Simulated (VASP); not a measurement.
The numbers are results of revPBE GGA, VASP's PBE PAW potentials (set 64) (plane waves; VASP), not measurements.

VASP input:

INCAR:
```
SYSTEM = PtS2
PREC = Accurate; ENCUT = 520; LREAL = .False.
LASPH = .True.
EDIFF = 1E-7; NELM = 100; ALGO = Normal
LMAXMIX = 6
ISMEAR = 0; SIGMA = 0.05
GGA = RE
IBRION = 2; NSW = 30; ISIF = 4
EDIFFG = -0.01
LWAVE = .False.; LCHARG = .False.
```

File KPOINTS:
```
Regular mesh
0
Gamma
 7 7 3
0 0 0
```

POSCAR:
```
PtS2
1
    1.8115892637    -3.1377647209     0.0000000000
    1.8115892637     3.1377647209     0.0000000000
    0.0000000000     0.0000000000     7.5997659894
Pt S
1 2
Direct
  0.0000000000   0.0000000000   0.0000000000
  0.3333330000   0.6666670000   0.1634484932
  0.6666670000   0.3333330000   0.8365515068
```

POTCAR, in this order: Pt S (PBE.64 set). Program: vasp_std.

The resulting files:

File OSZICAR:
```
       N       E                     dE             d eps       ncg     rms          rms(c)
DAV:   1     0.129596364803E+03    0.12960E+03   -0.96588E+03   600   0.123E+03
DAV:   2    -0.829480845911E+01   -0.13789E+03   -0.13410E+03   775   0.237E+02
DAV:   3    -0.156258231859E+02   -0.73310E+01   -0.72912E+01   782   0.612E+01
DAV:   4    -0.157424847872E+02   -0.11666E+00   -0.11660E+00   820   0.814E+00
DAV:   5    -0.157455653859E+02   -0.30806E-02   -0.30805E-02   824   0.124E+00    0.163E+01
DAV:   6    -0.147067658769E+02    0.10388E+01   -0.79221E+00   614   0.289E+01    0.112E+01
DAV:   7    -0.144391571286E+02    0.26761E+00   -0.15032E+00   607   0.136E+01    0.532E+00
DAV:   8    -0.144297512533E+02    0.94059E-02   -0.11926E-01   719   0.245E+00    0.117E+00
DAV:   9    -0.144237739827E+02    0.59773E-02   -0.18127E-02   733   0.152E+00    0.289E-01
DAV:  10    -0.144241647267E+02   -0.39074E-03   -0.34510E-03   831   0.405E-01    0.815E-02
DAV:  11    -0.144242186858E+02   -0.53959E-04   -0.10853E-04   825   0.973E-02    0.507E-02
DAV:  12    -0.144242270365E+02   -0.83507E-05   -0.29632E-05   775   0.458E-02    0.180E-02
DAV:  13    -0.144242282107E+02   -0.11742E-05   -0.73819E-06   817   0.210E-02    0.478E-03
DAV:  14    -0.144242284652E+02   -0.25449E-06   -0.74174E-07   754   0.718E-03    0.158E-03
DAV:  15    -0.144242285510E+02   -0.85794E-07   -0.19393E-08   636   0.117E-03
   1 F= -.14424229E+02 E0= -.14424229E+02  d E =-.144242E+02
       N       E                     dE             d eps       ncg     rms          rms(c)
DAV:   1    -0.144359803507E+02   -0.11752E-01   -0.11318E+00   600   0.653E+00    0.845E-01
DAV:   2    -0.144379291521E+02   -0.19488E-02   -0.50449E-02   663   0.173E+00    0.319E-01
DAV:   3    -0.144370514707E+02    0.87768E-03   -0.15015E-03   904   0.349E-01    0.185E-01
DAV:   4    -0.144366382647E+02    0.41321E-03   -0.19184E-03   775   0.270E-01    0.645E-02
DAV:   5    -0.144366085882E+02    0.29677E-04   -0.19959E-04   719   0.105E-01    0.358E-02
DAV:   6    -0.144365808145E+02    0.27774E-04   -0.32053E-05   831   0.348E-02    0.179E-02
DAV:   7    -0.144365667191E+02    0.14095E-04   -0.10259E-05   803   0.225E-02    0.337E-03
DAV:   8    -0.144365642654E+02    0.24536E-05   -0.25234E-06   846   0.105E-02    0.421E-03
DAV:   9    -0.144365630184E+02    0.12470E-05   -0.13201E-06   789   0.849E-03    0.112E-03
DAV:  10    -0.144365629495E+02    0.68966E-07   -0.79366E-08   671   0.263E-03
   2 F= -.14436563E+02 E0= -.14436563E+02  d E =-.123344E-01
       N       E                     dE             d eps       ncg     rms          rms(c)
DAV:   1    -0.144410799572E+02   -0.45169E-02   -0.13422E+00   600   0.711E+00    0.939E-01
DAV:   2    -0.144433555991E+02   -0.22756E-02   -0.59677E-02   670   0.189E+00    0.357E-01
DAV:   3    -0.144423053284E+02    0.10503E-02   -0.17894E-03   912   0.376E-01    0.205E-01
DAV:   4    -0.144418197711E+02    0.48556E-03   -0.22715E-03   747   0.293E-01    0.692E-02
DAV:   5    -0.144417827761E+02    0.36995E-04   -0.23860E-04   726   0.113E-01    0.393E-02
DAV:   6    -0.144417484509E+02    0.34325E-04   -0.37259E-05   824   0.373E-02    0.195E-02
DAV:   7    -0.144417298356E+02    0.18615E-04   -0.13176E-05   803   0.252E-02    0.371E-03
DAV:   8    -0.144417262488E+02    0.35867E-05   -0.36466E-06   839   0.130E-02    0.485E-03
DAV:   9    -0.144417247503E+02    0.14986E-05   -0.14141E-06   796   0.871E-03    0.166E-03
DAV:  10    -0.144417245599E+02    0.19038E-06   -0.14299E-07   659   0.331E-03    0.516E-04
DAV:  11    -0.144417245452E+02    0.14710E-07   -0.20722E-08   531   0.141E-03
   3 F= -.14441725E+02 E0= -.14441725E+02  d E =-.174960E-01
       N       E                     dE             d eps       ncg     rms          rms(c)
DAV:   1    -0.144417484078E+02   -0.23848E-04   -0.85087E-03   607   0.564E-01    0.707E-02
DAV:   2    -0.144417631326E+02   -0.14725E-04   -0.37259E-04   663   0.150E-01    0.286E-02
DAV:   3    -0.144417568753E+02    0.62572E-05   -0.12051E-05   921   0.307E-02    0.172E-02
DAV:   4    -0.144417542888E+02    0.25865E-05   -0.13188E-05   768   0.225E-02    0.532E-03
DAV:   5    -0.144417538570E+02    0.43180E-06   -0.14560E-06   796   0.870E-03    0.324E-03
DAV:   6    -0.144417535744E+02    0.28259E-06   -0.23005E-07   774   0.283E-03    0.152E-03
DAV:   7    -0.144417533855E+02    0.18899E-06   -0.74435E-08   650   0.182E-03    0.304E-04
DAV:   8    -0.144417533258E+02    0.59685E-07   -0.28339E-08   643   0.121E-03
   4 F= -.14441753E+02 E0= -.14441753E+02  d E =-.175248E-01
       N       E                     dE             d eps       ncg     rms          rms(c)
DAV:   1    -0.144464266410E+02   -0.46733E-02   -0.16836E-01   642   0.295E+00    0.404E-01
DAV:   2    -0.144437036855E+02    0.27230E-02   -0.78070E-03   663   0.803E-01    0.179E-01
DAV:   3    -0.144431063146E+02    0.59737E-03   -0.13539E-03   768   0.301E-01    0.862E-02
DAV:   4    -0.144428422466E+02    0.26407E-03   -0.56796E-04   754   0.155E-01    0.468E-02
DAV:   5    -0.144427801094E+02    0.62137E-04   -0.80125E-05   810   0.576E-02    0.158E-02
DAV:   6    -0.144427558454E+02    0.24264E-04   -0.15274E-05   831   0.243E-02    0.689E-03
DAV:   7    -0.144427461302E+02    0.97152E-05   -0.66755E-06   817   0.169E-02    0.504E-03
DAV:   8    -0.144427437629E+02    0.23673E-05   -0.19718E-06   789   0.112E-02    0.180E-03
DAV:   9    -0.144427435364E+02    0.22648E-06   -0.26418E-07   683   0.393E-03    0.645E-04
DAV:  10    -0.144427435302E+02    0.62591E-08   -0.37435E-08   545   0.180E-03
   5 F= -.14442744E+02 E0= -.14442744E+02  d E =-.990204E-03
       N       E                     dE             d eps       ncg     rms          rms(c)
DAV:   1    -0.144444329919E+02   -0.16895E-02   -0.69292E-02   642   0.189E+00    0.258E-01
DAV:   2    -0.144433220217E+02    0.11110E-02   -0.32014E-03   663   0.515E-01    0.114E-01
DAV:   3    -0.144430772957E+02    0.24473E-03   -0.55664E-04   768   0.193E-01    0.551E-02
DAV:   4    -0.144429676136E+02    0.10968E-03   -0.23255E-04   754   0.993E-02    0.299E-02
DAV:   5    -0.144429397800E+02    0.27834E-04   -0.33661E-05   796   0.370E-02    0.101E-02
DAV:   6    -0.144429288787E+02    0.10901E-04   -0.64339E-06   839   0.154E-02    0.441E-03
DAV:   7    -0.144429244728E+02    0.44059E-05   -0.28313E-06   810   0.108E-02    0.322E-03
DAV:   8    -0.144429233764E+02    0.10964E-05   -0.83547E-07   803   0.703E-03    0.115E-03
DAV:   9    -0.144429232729E+02    0.10346E-06   -0.10360E-07   645   0.245E-03    0.410E-04
DAV:  10    -0.144429232713E+02    0.16621E-08   -0.15321E-08   510   0.114E-03
   6 F= -.14442923E+02 E0= -.14442923E+02  d E =-.116995E-02
```

File OUTCAR:
```
------------------------ aborting loop because EDIFF is reached ----------------------------------------
  FORCE on cell =-STRESS in cart. coord.  units (eV):
  Direction    XX          YY          ZZ          XY          YZ          ZX
  --------------------------------------------------------------------------------------
  Total       -0.0045885     -0.0045885     -0.0060202      0.0000000     -0.0000000      0.0000000
  in kB       -0.0850889     -0.0850889     -0.1116371      0.0000000     -0.0000000      0.0000000
  external PRESSURE =      -0.0939383 kB  Pullay stress =       0.0000000 kB
  volume of cell :       86.40
      direct lattice vectors                 reciprocal lattice vectors
     1.794594673 -3.108329218  0.000000000     0.278614446 -0.160858122 -0.000000000
     1.794594673  3.108329218 -0.000000000     0.278614446  0.160858122 -0.000000000
     0.000000000 -0.000000000  7.744385240     0.000000000  0.000000000  0.129125808
 POSITION                                       TOTAL-FORCE (eV/Angst)
 -----------------------------------------------------------------------------------
      0.00000      0.00000      0.00000         0.000000     -0.000000      0.000000
      1.79459      1.03611      1.22831        -0.000000     -0.000000      0.002243
      1.79459     -1.03611      6.51608         0.000000      0.000000     -0.002243
 -----------------------------------------------------------------------------------
    total drift:                               -0.000000      0.000000      0.000000
  FREE ENERGIE OF THE ION-ELECTRON SYSTEM (eV)
  ---------------------------------------------------
  free  energy   TOTEN  =       -14.4429232713 eV

  energy  without entropy=      -14.4429232713  energy(sigma->0) =      -14.44292327

 reached required accuracy - stopping structural energy minimisation
```
(Selected blocks of OUTCAR.)

**CONTCAR**
```
PtS2
   1.00000000000000
     1.7945946734979548   -3.1083292178992039    0.0000000000000000
     1.7945946734979548    3.1083292178992039   -0.0000000000000000
     0.0000000000000000   -0.0000000000000000    7.7443852400282234
  Pt              S
     1     2
Direct
     0.0000000000000000    0.0000000000000000    0.0000000000000000
     0.3333330000000032    0.6666669999999968    0.1586061396327493
     0.6666669999999968    0.3333330000000032    0.8413938603672507
```

### OUTCAR
```
 val. band max:        1.4786887296   @ k =   0.1429   0.1429   0.0000

 cond. band min:       3.3028957488   @ k =   0.0000   0.2857   0.3333


 Fermi energy:         1.7644418301

 k-point     1 :       0.0000    0.0000    0.0000
  band No.  band energies     occupation
      1     -12.4179      2.00000
      2     -10.2489      2.00000
      3      -3.9795      2.00000
      4      -3.9795      2.00000
      5      -3.6234      2.00000
      6      -1.3249      2.00000
      7      -1.3249      2.00000
      8       0.6590      2.00000
      9       0.9383      2.00000
     10       1.1787      2.00000
     11       1.1787      2.00000
     12       4.6197      0.00000
     13       4.6197      0.00000
     14       6.7252      0.00000
     15       7.6054      0.00000

 k-point     2 :       0.1429   -0.0000    0.0000
  band No.  band energies     occupation
      1     -12.1785      2.00000
      2     -10.3068      2.00000
      3      -3.9314      2.00000
      4      -3.8302      2.00000
      5      -3.4071      2.00000
      6      -1.7282      2.00000
      7      -1.5003      2.00000
      8      -0.1077      2.00000
      9       1.2376      2.00000
     10       1.2455      2.00000
     11       1.4156      2.00000
     12       3.7076      0.00000
     13       4.3557      0.00000
     14       7.3650      0.00000
     15       8.4141      0.00000

 k-point     3 :       0.2857    0.0000    0.0000
  band No.  band energies     occupation
      1     -11.5591      2.00000
      2     -10.4370      2.00000
      3      -3.8348      2.00000
      4      -3.5326      2.00000
      5      -3.1088      2.00000
      6      -2.4994      2.00000
      7      -1.5973      2.00000
      8      -0.5692      2.00000
      9       0.7631      2.00000
     10       0.8825      2.00000
     11       1.2442      2.00000
     12       3.3837      0.00000
     13       4.2175      0.00000
     14       7.5357      0.00000
     15       8.5416      0.00000
...
```

Without a dispersion term in the relaxation, distances and binding between the weakly bound layers, chains or molecules are unreliable, and so is what depends on them. Unless said otherwise, spin-orbit coupling is left out, though it shifts the bands of the heavy elements here.

The compound is PtS2 in the 1T layered structure. This cell is one point of a volume scan, at 1.03 of the reference volume. Symmetry was kept, so distortions that lower it aren't found.
